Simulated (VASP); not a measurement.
The input files of a VASP run:

**KPOINTS**
```
Automatic mesh
0
Gamma
3 3 3
0 0 0
```

POSCAR:
```
Pb
1
    0.0000000000     4.7705476500     4.7705476500
    4.7705476500     0.0000000000     4.7705476500
    4.7705476500     4.7705476500     0.0000000000
Pb
1
Direct
  0.0000000000   0.0000000000   0.0000000000
```

INCAR:
```
SYSTEM = Pb
PREC = Accurate
ENCUT = 400
EDIFF = 1E-6
NELM = 100
ALGO = Normal
LREAL = .FALSE.
LASPH = .TRUE.
ISMEAR = 1
SIGMA = 0.1
GGA = PE
LMAXMIX = 4
LWAVE = .FALSE.
LCHARG = .FALSE.
ISIF = 2
```

POTCAR, in this order: Pb_d (PBE.64 set). Program: vasp_std.

The run wrote:

### standard output
```
 POSCAR found type information on POSCAR Pb
 POSCAR found :  1 types and       1 ions
 Reading from existing POTCAR
 Reading from existing POTCAR
 LDA part: xc-table for (Slater+PW92), standard interpolation
 POSCAR, INCAR and KPOINTS ok, starting setup
 WAVECAR not read
 entering main loop
       N       E                     dE             d eps       ncg     rms          rms(c)
DAV:   1     0.853896265122E+02    0.85390E+02   -0.48942E+03    96   0.729E+02
DAV:   2     0.560263790698E+01   -0.79787E+02   -0.79536E+02   100   0.250E+02
DAV:   3    -0.177686937464E+00   -0.57803E+01   -0.57028E+01    91   0.839E+01
DAV:   4    -0.398118563452E+00   -0.22043E+00   -0.22024E+00   109   0.233E+01
DAV:   5    -0.406225664633E+00   -0.81071E-02   -0.81065E-02    94   0.361E+00    0.275E-01
DAV:   6    -0.401586286065E+00    0.46394E-02   -0.78321E-03   103   0.815E-01    0.169E-01
DAV:   7    -0.400679745574E+00    0.90654E-03   -0.10436E-02    91   0.686E-01    0.511E-02
DAV:   8    -0.401828964019E+00   -0.11492E-02   -0.12206E-03    88   0.508E-01    0.339E-02
DAV:   9    -0.402242185452E+00   -0.41322E-03   -0.27920E-04    88   0.151E-01    0.277E-02
DAV:  10    -0.402397634594E+00   -0.15545E-03   -0.38533E-04    88   0.245E-01    0.864E-03
DAV:  11    -0.402418425063E+00   -0.20790E-04   -0.41482E-05    91   0.758E-02    0.311E-03
DAV:  12    -0.402422145549E+00   -0.37205E-05   -0.10085E-05    88   0.247E-02    0.154E-03
DAV:  13    -0.402423402309E+00   -0.12568E-05   -0.29721E-06    83   0.884E-03    0.197E-04
DAV:  14    -0.402423412303E+00   -0.99940E-08   -0.12237E-07    68   0.141E-03
   1 F= -.40242341E+00 E0= -.39456403E+00  d E =-.235781E-01
```

### OUTCAR
```
------------------------ aborting loop because EDIFF is reached ----------------------------------------
  FORCE on cell =-STRESS in cart. coord.  units (eV):
  Direction    XX          YY          ZZ          XY          YZ          ZX
  --------------------------------------------------------------------------------------
  Total       -0.7861538     -0.7861538     -0.7861538      0.0000000      0.0000000      0.0000000
  in kB       -5.8007401     -5.8007401     -5.8007401      0.0000000      0.0000000      0.0000000
  external PRESSURE =      -5.8007401 kB  Pullay stress =       0.0000000 kB
  volume of cell :      217.14
      direct lattice vectors                 reciprocal lattice vectors
     0.000000000  4.770547650  4.770547650    -0.104809770  0.104809770  0.104809770
     4.770547650  0.000000000  4.770547650     0.104809770 -0.104809770  0.104809770
     4.770547650  4.770547650  0.000000000     0.104809770  0.104809770 -0.104809770
 POSITION                                       TOTAL-FORCE (eV/Angst)
 -----------------------------------------------------------------------------------
      0.00000      0.00000      0.00000        -0.000000     -0.000000     -0.000000
 -----------------------------------------------------------------------------------
    total drift:                               -0.000000     -0.000000     -0.000000
  FREE ENERGIE OF THE ION-ELECTRON SYSTEM (eV)
  ---------------------------------------------------
  free  energy   TOTEN  =        -0.4024234123 eV

  energy  without entropy=       -0.3788452739  energy(sigma->0) =       -0.39456403
```
(Selected blocks of OUTCAR.)

Task: The run ends quietly. Is anything wrong with it?

Result: The cause: the lattice was typed in bohr, and VASP reads ångström. The run ends without an error. Against the sound run, the energy per atom (σ→0) goes up by 3.184 eV/atom; the pressure falls by 0.17 GPa; the volume increases by 570 %. To mend it, correct POSCAR, correct KPOINTS.
**POSCAR**
```
Pb
1
    0.0000000000     2.5245000000     2.5245000000
    2.5245000000     0.0000000000     2.5245000000
    2.5245000000     2.5245000000     0.0000000000
Pb
1
Direct
  0.0000000000   0.0000000000   0.0000000000
```
KPOINTS:
```
Automatic mesh
0
Gamma
9 9 9
0 0 0
```
The mended run (PBE GGA, plane waves, VASP's PBE PAW potentials (set 64)) converges, and its OSZICAR ends with
```
   1 F= -.35789319E+01 E0= -.35786843E+01  d E =-.742870E-03
```

The compound is Pb in the fcc structure. The cell was not relaxed at this level.
